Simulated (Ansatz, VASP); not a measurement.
# SnSe: VASP beside Ansatz

Wanted: the spread between two codes on one cell, functional and k mesh. The cell is taken from a series of runs on this material, whose earlier steps may have relaxed, scaled, displaced or heated it; both programs get it as it stands.

Method: plane waves, with VASP 6.6.1 beside it; relaxation of cell and atoms at LDA, in Ansatz 0.2.0.

## Step 1: The structure

It takes space group Fm-3m (No. 225, cubic). Conventional cell: a = 5.893 Å, b = 5.893 Å, c = 5.893 Å, α = 90.00°, β = 90.00°, γ = 90.00°. Nearest to Sn lie 6 Se at 2.95 Å. Se has 6 Sn at 2.95 Å nearest. Farther neighbours and most contacts between anions are not listed.

## Step 2: VASP: relaxation of cell and atoms, LDA

The relaxed volume is the usual yardstick between codes: in a stiff, nearly cubic crystal its relative difference is about their pressure difference at one cell divided by the bulk modulus.

Lines of VASP's logs that name or quote its potential files are left out, and so is its time.

INCAR reads:

```
SYSTEM = SnSe
PREC = Accurate
ENCUT = 500
EDIFF = 1E-07
NELM = 120
ISMEAR = 0
SIGMA = 0.01
LREAL = .FALSE.
ALGO = Normal
GGA = PW92
NBANDS = 16
LORBIT = 11
LWAVE = .FALSE.
LCHARG = .FALSE.
ISIF = 3
IBRION = 2
NSW = 80
EDIFFG = -0.005
LASPH = .TRUE.
GGA_COMPAT = .FALSE.
NELMIN = 4
EFERMI = MIDGAP
```

POSCAR reads:

```
SnSe
1.0
   -2.9466480000      0.0000000000      2.9466480000
    0.0000000000      2.9466480000      2.9466480000
   -2.9466480000      2.9466480000      0.0000000000
Sn Se
1 1
Direct
    0.0000000000      0.0000000000      0.0000000000
    0.5000000000      0.5000000000      0.5000000000
```

KPOINTS reads:

```
Automatic mesh
0
Gamma
8 8 8
0 0 0
```

Potentials, in the order of the species: Sn_d and Se (LDA family, release 64).

Started as:

```
$ mpirun -np 1 vasp_std
```

Numbers of over 12 decimals in the logs are rounded to 6 here.

The program printed:

```text
[banner, memory and clock lines left out]
running    1 mpi-ranks, on    1 nodes
 distrk:  each k-point on    1 cores,    1 groups
 distr:  one band on    1 cores,    1 groups

 POSCAR found type information on POSCAR SnSe
 POSCAR found :  2 types and       2 ions
|                                                                             |
|               ----> ADVICE to this user running VASP <----                  |
|                                                                             |
|     You enforced a specific xc type in the INCAR file but a different       |
|     [... a line on the potential file left out ...]
|     I HOPE YOU KNOW WHAT YOU ARE DOING!                                     |
|                                                                             |

 LDA part: xc-table for (Slater(with rela. corr.)+PW92), standard interpolation
 POSCAR, INCAR and KPOINTS ok, starting setup
 FFT: planning ... GRIDC
 FFT: planning ... GRID_SOFT
 FFT: planning ... GRID
 WAVECAR not read
 entering main loop
       N       E                     dE             d eps       ncg     rms          rms(c)
DAV:   1     0.130135545296E+03    0.13014E+03   -0.97912E+03   928   0.157E+03
DAV:   2     0.158827854124E+01   -0.12855E+03   -0.12567E+03   992   0.370E+02
DAV:   3    -0.940345669920E+01   -0.10992E+02   -0.10962E+02  1192   0.923E+01
DAV:   4    -0.965856990775E+01   -0.25511E+00   -0.25507E+00  1104   0.157E+01
DAV:   5    -0.966716761935E+01   -0.85977E-02   -0.85976E-02  1416   0.262E+00    0.351E+00
DAV:   6    -0.951153895443E+01    0.15563E+00   -0.37954E-01  1384   0.392E+00    0.216E+00
DAV:   7    -0.950438275160E+01    0.71562E-02   -0.59089E-02  1120   0.117E+00    0.958E-01
DAV:   8    -0.950309448207E+01    0.12883E-02   -0.54846E-03  1192   0.690E-01    0.664E-02
DAV:   9    -0.950298540708E+01    0.10907E-03   -0.82611E-04  1384   0.245E-01    0.398E-02
DAV:  10    -0.950298689182E+01   -0.14847E-05   -0.66774E-05  1160   0.504E-02    0.916E-03
DAV:  11    -0.950298742497E+01   -0.53315E-06   -0.46214E-06  1232   0.179E-02    0.283E-03
DAV:  12    -0.950298738454E+01    0.40432E-07   -0.48965E-07  1168   0.105E-02
   1 F= -.95029874E+01 E0= -.95029874E+01  d E =-.950299E+01
 curvature:   0.00 expect dE= 0.000E+00 dE for cont linesearch  0.000E+00
 trial: gam= 0.00000 g(F)=  0.147E-60 g(S)=  0.373E-04 ort = 0.000E+00 (trialstep = 0.100E+01)
 search vector abs. value=  0.373E-04
 bond charge predicted
       N       E                     dE             d eps       ncg     rms          rms(c)
DAV:   1    -0.950347196885E+01   -0.48454E-03   -0.98052E-03  1176   0.153E+00    0.121E-01
DAV:   2    -0.950309363390E+01    0.37833E-03   -0.63743E-04  1216   0.392E-01    0.510E-02
DAV:   3    -0.950300983680E+01    0.83797E-04   -0.25515E-04  1208   0.239E-01    0.882E-03
DAV:   4    -0.950300631591E+01    0.35209E-05   -0.11880E-05   992   0.339E-02    0.267E-03
DAV:   5    -0.950300601212E+01    0.30379E-06   -0.63410E-07  1464   0.790E-03    0.154E-03
DAV:   6    -0.950300596458E+01    0.47542E-07   -0.84115E-08   616   0.417E-03
   2 F= -.95030060E+01 E0= -.95030060E+01  d E =-.185800E-04
 trial-energy change:   -0.000019  1 .order   -0.000017   -0.000037    0.000003
 step:   0.9397(harm=  0.9278)  dis= 0.00000  next Energy=    -9.503006 (dE=-0.187E-04)
 reached required accuracy - stopping structural energy minimisation
```

From OUTCAR (step 2):

```text
ion  position               nearest neighbor table
   1  0.000  0.000  0.000-   2 2.95   2 2.95   2 2.95   2 2.95   2 2.95   2 2.95
   2  0.500  0.500  0.500-   1 2.95   1 2.95   1 2.95   1 2.95   1 2.95   1 2.95

  LATTYP: Found a face centered cubic cell.
 ALAT       =     5.8932960000

 Subroutine GETGRP returns: Found 48 space group operations
 (whereof 48 operations were pure point group operations)

The static configuration has the point symmetry O_h .

 Found     29 irreducible k-points:

   k-points           NKPTS =     29   k-points in BZ     NKDIM =     29   number of bands    NBANDS=     16

   dimension x,y,z NGX =    30 NGY =   30 NGZ =   30
   dimension x,y,z NGXF=    60 NGYF=   60 NGZF=   60

   ENCUT  =  500.0 eV  36.75 Ry    6.06 a.u.   7.60  7.60  7.60*2*pi/ulx,y,z

   NELECT =      20.0000    total number of electrons

 k-points in reciprocal lattice and weights: Automatic mesh
   0.00000000  0.00000000  0.00000000       0.002
   0.12500000  0.00000000  0.00000000       0.016
   0.25000000  0.00000000  0.00000000       0.016
   0.37500000  0.00000000  0.00000000       0.016
   0.50000000  0.00000000  0.00000000       0.008
   0.12500000  0.12500000  0.00000000       0.012
   0.25000000  0.12500000  0.00000000       0.047
   0.37500000  0.12500000  0.00000000       0.047
   0.50000000  0.12500000  0.00000000       0.047
[...]
-0.37500000  0.50000000  0.12500000       0.023
  -0.25000000  0.50000000  0.25000000       0.012

 average (electrostatic) potential at core
       1-100.7299       2 -58.4976

 E-fermi :   6.4030

 k-point     1 :       0.0000    0.0000    0.0000
  band No.  band energies     occupation
    ...
      6      -8.1591      2.00000
      7       1.1707      2.00000
      8       3.8020      2.00000
      9       3.8020      2.00000
     10       3.8020      2.00000
     11      10.6029      0.00000
     12      10.6029      0.00000
     13      10.6029      0.00000
     14      11.9459      0.00000
     15      11.9459      0.00000
    ...

 k-point     2 :       0.1250    0.0000    0.0000
  band No.  band energies     occupation
    ...
      6      -8.0360      2.00000
      7       0.4664      2.00000
      8       3.8234      2.00000
      9       3.8234      2.00000
     10       4.3583      2.00000
     11       9.6629      0.00000
     12       9.8012      0.00000
     13       9.8012      0.00000
     14      11.9269      0.00000
     15      12.3394      0.00000
    ...

 k-point     3 :       0.2500    0.0000    0.0000
  band No.  band energies     occupation
    ...
      6      -7.7011      2.00000
      7      -0.7783      2.00000
      8       3.8968      2.00000
      9       3.8968      2.00000
     10       5.1759      2.00000
     11       8.3435      0.00000
     12       8.5695      0.00000
     13       8.5695      0.00000
     14      12.2395      0.00000
     15      13.3416      0.00000
    ...

  Total       -0.0017652     -0.0017652     -0.0017652      0.0000000      0.0000000     -0.0000000
  in kB       -0.0551808     -0.0551808     -0.0551808      0.0000000      0.0000000     -0.0000000
  external PRESSURE =      -0.0551808 kB  Pullay stress =       0.0000000 kB

  energy-cutoff  :      500.00
  volume of cell :       51.25
      direct lattice vectors                 reciprocal lattice vectors
    -2.948260853  0.000000000  2.948260853    -0.169591507 -0.169591507  0.169591507
     0.000000000  2.948260853  2.948260853     0.169591507  0.169591507  0.169591507
    -2.948260853  2.948260853  0.000000000    -0.169591507  0.169591507 -0.169591507

 POSITION                                       TOTAL-FORCE (eV/Angst)
 -----------------------------------------------------------------------------------
     -2.94826      0.00000      2.94826        -0.000000      0.000000      0.000000
     -2.94826      2.94826      2.94826         0.000000     -0.000000     -0.000000
 -----------------------------------------------------------------------------------
    total drift:                               -0.000000      0.000000      0.000000

  FREE ENERGIE OF THE ION-ELECTRON SYSTEM (eV)
  ---------------------------------------------------
  free  energy   TOTEN  =        -9.5030059646 eV

  energy  without entropy=       -9.5030059646  energy(sigma->0) =       -9.50300596

 reached required accuracy - stopping structural energy minimisation

 total charge
# of ion       s       p       d       tot
------------------------------------------
    1        1.389   0.732   9.997  12.118
    2        1.486   2.299   0.032   3.817
--------------------------------------------------
tot          2.876   3.031  10.029  15.936

[... 3 further parts left out ...]
```

CONTCAR:

```
SnSe
   1.00000000000000
    -2.9482608529034953    0.0000000000000000    2.9482608529034953
     0.0000000000000000    2.9482608529034953    2.9482608529034953
    -2.9482608529034953    2.9482608529034953    0.0000000000000000
  Sn              Se
     1     1
Direct
     1.0000000000000000    0.0000000000000000    0.0000000000000000
     0.5000000000000000    0.5000000000000000    0.5000000000000000
```

## Step 3: Ansatz: relaxation of cell and atoms, LDA

Ansatz runs on its default PAW (the set named soft_2) files.

The same cell, functional (in two slightly different forms) and mesh now go to Ansatz, which takes its cutoff from its data sets.

input.yaml reads:

```yaml
crystal:
  lattice:
    - [-2.9466477601, 0.0, 2.9466477601]
    - [0.0, 2.9466477601, 2.9466477601]
    - [-2.9466477601, 2.9466477601, 0.0]
  atoms:
    - { symbol: Sn, position: [0.0, 0.0, 0.0] }
    - { symbol: Se, position: [0.5, 0.5, 0.5] }
kpoints:
  mp_grid: { grid: [8, 8, 8] }
hamiltonian:
  xc: lda
scf:
  occupations: { method: fixed }
output:
  forces: true
  stress: true
  eigenvalues: true
  write_density: true
  write_potential: true
  elf: true
  volumetric_format: npy
relax:
  adjacent_minimum: "off"
  f_tol: 0.001
  max_steps: 60
  cell: { stress_tol: 0.01 }
```

Started as:

```
$ ansatz run input.yaml --threads 2 --pin off --max-ram 5120MiB --backend cpu --events-out ev --progress --plain --runs-dir out
```

The program printed:

```text
Engine: ansatz 0.2.0, x86_64-unknown-linux-gnu
Pseudopotentials: kind: paw
Pseudopotential: Sn, paw, valence charge 14, recommended cutoff 420 eV (normal), Sn.paw.azcp
Pseudopotential: Se, paw, valence charge 16, recommended cutoff 420 eV (normal), Se.paw.azcp
Functional definition: SPW92
  exchange = slater_x
  correlation = pw_c
Crystal: 2 atoms, lattice volume = 51.170 Å³
Basis set: ecut = 420 eV, 965 PW (Γ)
Bands: 19, of which v1, the nominal top of the filled ones, is band 15 counted from 1 (14 counted from 0)
Symmetry: 48 space group operations
Space group: Fm-3m (ITA 225), of the structure as read, at distance tolerance 3.7e-5 Å
k-points: 29 of 512
Non-local potential: Sn, projectors of the file, l = 0: 2, l = 1: 2, l = 2: 2, l = 3: 2
Non-local potential: Se, projectors of the file, l = 0: 2, l = 1: 2, l = 2: 3, l = 3: 1
PAW form: soft (Blöchl's): semilocal exchange-correlation on the pseudo side does not see the compensation charge
PAW frozen core: Sn, regenerated for the run's functional, and the local potential with it (the file was generated under x = pbe(κ = 0.804, μ = 0.219515), c = pbe(β = 0.066725))
PAW frozen core: Se, regenerated for the run's functional, and the local potential with it (the file was generated under x = pbe(κ = 0.804, μ = 0.219515), c = pbe(β = 0.066725))
PAW one-centre angular grid: Sn, 590 points (default); XC on 64 Gauss nodes
PAW one-centre angular grid: Se, 590 points (default); XC on 64 Gauss nodes
Initial density: superposition of atomic densities (neutral atoms: chi_scale 0, normalization atom), corrected by the library's trained network
Initial wavefunctions: pseudopotential atomic-orbital guess
Functional: x = slater, c = lda
SCF iter   1: F=—  HF=-11263.664322 eV  |F-HF|=—  |Δ(HF+E_count)|=         —  Δρ=5.36e-3  dr2=7.74e-3  ethr=1.77e-3  ⟨swp⟩=5.0  Hψ=2289  notcnv=0  defer=43
preconditioner: auto → none  [insulator: Δε(μ)=0.769 eV  Ē_g=17.474 eV  n_scr=14 (ndim 8)  ℏωp=23.2 eV  f_vac=0.008  ε∞_Penn≈2.8]
SCF iter   2: F=—  HF=-11263.659672 eV  |F-HF|=—  |Δ(HF+E_count)|=   4.65e-3  Δρ=2.15e-3  dr2=1.01e-3  ethr=2.58e-5  ⟨swp⟩=2.1  Hψ=1128  notcnv=0  defer=50
SCF iter   3: F=—  HF=-11263.659346 eV  |F-HF|=—  |Δ(HF+E_count)|=   3.27e-4  Δρ=4.08e-4  dr2=1.67e-4  ethr=3.35e-6  ⟨swp⟩=2.0  Hψ=907  notcnv=0  defer=50
SCF iter   4: F=—  HF=-11263.659292 eV  |F-HF|=—  |Δ(HF+E_count)|=   5.34e-5  Δρ=1.74e-4  dr2=7.84e-6  ethr=5.55e-7  ⟨swp⟩=3.0  Hψ=1046  notcnv=0  defer=49
SCF iter   5: F=—  HF=-11263.659287 eV  |F-HF|=—  |Δ(HF+E_count)|=   5.22e-6  Δρ=2.71e-5  dr2=1.93e-7  ethr=2.61e-8  ⟨swp⟩=2.0  Hψ=974  notcnv=0  defer=4
SCF iter   6: F=-11263.659287 eV  HF=-11263.659287 eV  |F-HF|=8.97e-10  |Δ(HF+E_count)|=   5.67e-8  Δρ=7.30e-6  dr2=1.33e-8  ethr=3.33e-10  ⟨swp⟩=9.8  Hψ=4108  notcnv=0
SCF 1 converged in 6 iterations: F = -11263.659287 eV  dr2 = 1.33e-8
  greatest PAW one-centre occupation: 1.000 electrons in one spin orbital (limit 2), on the Se atom at site 1 (counted from 0), in its partial waves of l = 2
relax step   1: F+E_penalty+E_count = -11263.65928695 eV  Δ(F+E_penalty+E_count) = +0.000e0 eV  max|allowed force component| = 2.712e-31 eV/Å  Δτ_max = 0.0000 Å  P = -0.014 GPa  Ω = 51.170 Å³  (6 SCF iters, dr2 threshold 1.00e-7 eV, accepted)
[...]
relax step   2: F+E_penalty+E_count = -11263.65929110 eV  Δ(F+E_penalty+E_count) = -4.153e-6 eV  max|allowed force component| = 2.136e-30 eV/Å  Δτ_max = 0.0000 Å  P = +0.009 GPa  Ω = 51.150 Å³  energy of the carried Pulay correction = +3.828e-6 eV  (4 SCF iters, dr2 threshold 5.21e-10 eV, accepted)
[...]
relax step   3: F+E_penalty+E_count = -11263.65929110 eV  Δ(F+E_penalty+E_count) = -3.638e-11 eV  max|allowed force component| = 5.875e-31 eV/Å  Δτ_max = 0.0000 Å  P = +0.009 GPa  Ω = 51.150 Å³  stress off target by 9.28e-3 GPa  SCF on the basis re-selected at this cell (its energy is not comparable with the rows above)  (4 SCF iters)
basis re-selected at this cell: Δ(F+E_penalty+E_count) = -3.638e-11 eV, ΔP = -0.000 GPa vs the last step (what re-selecting the basis moved, of the pressure what is left beyond the Pulay correction that the steps carried, after the strain that the cell walked since its last selection, with what the two solves' SCF thresholds leave and, on support functions, any second-order correction that the steps lacked; it is no  [...]
SCF converged after 4 iterations
Free energy (F): -11263.659291 eV
Harris-Foulkes:  -11263.659291 eV  (|F-HF|=0.00e0)
Internal energy: -11263.659291 eV  (E = F + TS)
E sigma→0 (E₀):  -11263.659291 eV
Fermi energy:    9.561659 eV
--- Per-component energies (eV) ---
  E_band       = -461.995374
  E_kinetic    = 306.397451
  E_local      = -3231.970857  (includes V_loc(G=0)·N_el)
  E_nonlocal   = -617.497165
  E_hartree    = 1707.887753
  E_xc         = -484.130138
  E_vxc        = -198.700544  (∫ρ·V_xc dr)
  E_paw        = -5818.351012  (= ΣΔE_a)
  E_vpaw       = -135.999074  (= ΣTr[D̂ρ^β])
  E_aug_tail   = -0.000652  (compensation charges beyond the density's cutoff)
  E_ewald      = -3128.636933
  E_core_change = 2.642261  (= ΣΔE_core)
  E_smearing   = -0.000000  (= −TS)
  E_closure    = -0.000000  (closes the sum)
  Σ components = -11263.659291   (vs F -11263.659291, Δ=0.00e0)
--- Forces (eV/Å), atoms counted from 1 ---
  atom   1  Sn    -0.00000000     0.00000000    -0.00000000
  atom   2  Se    -0.00000000    -0.00000000    -0.00000000
  max |Σ_I F_I| component: 1.19e-30 eV/Å
--- Stress (GPa, compression-positive) ---
        0.009281      -0.000000       0.000000
       -0.000000       0.009281      -0.000000
        0.000000      -0.000000       0.009281
  P = ⅓ Tr σ = 0.0093 GPa (0.093 kbar)
--- Band table (eV; the first three rows and the last of 29) ---
  k-point 0: bands = [... 11 lower, 4.6858, 7.3554, 7.3554, 7.3554, 14.1639, 14.1639, 14.1639, 15.5168]
  k-point 1: bands = [... 11 lower, 3.9877, 7.3769, 7.3769, 7.9055, 13.2205, 13.3626, 13.3626, 15.4939]
  k-point 2: bands = [... 11 lower, 2.7478, 7.4505, 7.4505, 8.7196, 11.8949, 12.1296, 12.1296, 15.8048]
  k-point 28: bands = [... 11 lower, 2.5063, 4.6097, 4.6097, 8.9116, 11.1666, 14.5410, 14.5410, 17.1100]
--- Relaxed structure (2 steps of the walk, 2 accepted, 1 SCFs on fresh bases) ---
  F+E_penalty+E_count = -11263.65929110 eV   max|allowed force component| = 5.875e-31 eV/Å   (the final SCF, on the basis selected at the relaxed cell)
  cell:  # Å, volume = 51.1498 Å³
    - [-2.946261, 0, 2.946261]
    - [0, 2.946261, 2.946261]
    - [-2.946261, 2.946261, 0]
  atoms:
    - { symbol: Sn, position: [0, 0, 0] }
    - { symbol: Se, position: [0.5, 0.5, 0.5] }
```

In the SCF lines HF is the Harris–Foulkes energy and dr2 the Hartree energy of the density residual, in eV; the loop may stop once dr2 is under the threshold and the program's other checks hold. Hψ counts applications of the Hamiltonian.

## Step 4: Differences

Known differences besides the potentials themselves: fixed occupations in Ansatz, narrow Gaussian smearing in VASP; the data sets hold 30 valence electrons in Ansatz (on its default PAW (the set named soft_2) files) and 20 in VASP; the cutoff is 420 eV in Ansatz and 500 eV in VASP; VASP's log shows a relativistic correction to its local exchange, Ansatz's none; Ansatz adds a Pulay correction to the stress that steers its cell, VASP none. Total energies have different zeros and are not compared.

Compared:

| quantity | Ansatz | VASP | difference |
| --- | --- | --- | --- |
| volume (Å³) | 51.15 | 51.25 | -0.20 % |
| edge a after relaxation, in the typed setting (Å) | 4.167 | 4.170 | -0.07 % |

## Step 5: Results

```yaml
difference_in_volume_relaxation_of_cell_and_atoms_lda: -0.20 %
```

**Reading.** The difference in volume is -0.20 % (relaxation of cell and atoms, LDA), within the 1.2 % picked in this series as the mark of a large difference, as far as the stopping tolerances let one tell. The data sets hold unlike numbers of valence electrons (30 in Ansatz and 20 in VASP), so part of the differences comes from the potentials. Such differences can come from data sets, numerical settings and the points named under the comparisons, not from the functional's error against experiment.

[Lines on the potential files, build, host, timing and source positions are cut from VASP's logs without a mark.]

[Logs are printed without paths, hosts, clocks, repeated set-up lines and the standing remarks that a program may print on its own settings, such as how far it seeks lower states.]

[Hosts, paths, dates, database ids (printed as entryN), source tags and the programs' standing remarks are cut or masked in the printed files.]
